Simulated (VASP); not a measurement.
Shape and ions are relaxed at each volume.

Energy against volume of MgH₂ (rutile). The numbers are results of PBE GGA with D3 dispersion (zero damping), VASP's PBE PAW potentials (set 64) (plane waves; VASP 6.6.1), not measurements.

```json
[
 {"V (Å³/atom)": "9.245", "E (eV/atom)": "-3.05955"},
 {"V (Å³/atom)": "9.540", "E (eV/atom)": "-3.06405"},
 {"V (Å³/atom)": "9.835", "E (eV/atom)": "-3.06542"},
 {"V (Å³/atom)": "10.130", "E (eV/atom)": "-3.06400"},
 {"V (Å³/atom)": "10.425", "E (eV/atom)": "-3.06019"}
]
```

Problem. Fit a third-order Birch-Murnaghan equation of state.

Solution. 
* **volume per atom**: 9.83 Å³/atom
* **bulk modulus**: 50.0 GPa
* **pressure derivative of the bulk modulus**: 3.45

The compound is MgH2 in the rutile structure. It was relaxed first.
